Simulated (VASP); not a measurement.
Here is the system:

```
CELL_PARAMETERS angstrom
      0.00000     3.28726     3.28726
      3.28726     0.00000     3.28726
      3.28726     3.28726     0.00000
ATOMIC_POSITIONS crystal
  In 0.00000 0.00000 0.00000
  Sb 0.25000 0.25000 0.25000
```

Method: PBE GGA with D3 dispersion (zero damping), VASP's PBE PAW potentials (set 64) (plane waves; VASP). Run with 520 eV cut-off, 11×11×11 Γ-centred mesh, tetrahedra with Blöchl corrections, potentials In_d Sb.

Unless said otherwise, spin-orbit coupling is left out, though it shifts the bands of the heavy elements here.

Problem. Predict the energy per atom (σ→0), band gap (on the k-mesh) with the smallest direct gap where there is one.

Solution. 
- band gap (on the k-mesh) = none (metal, semimetal or under 0.01 eV)
- energy per atom (σ→0) = -3.696 eV/atom

The compound is InSb in the zinc blende structure. It was relaxed first.
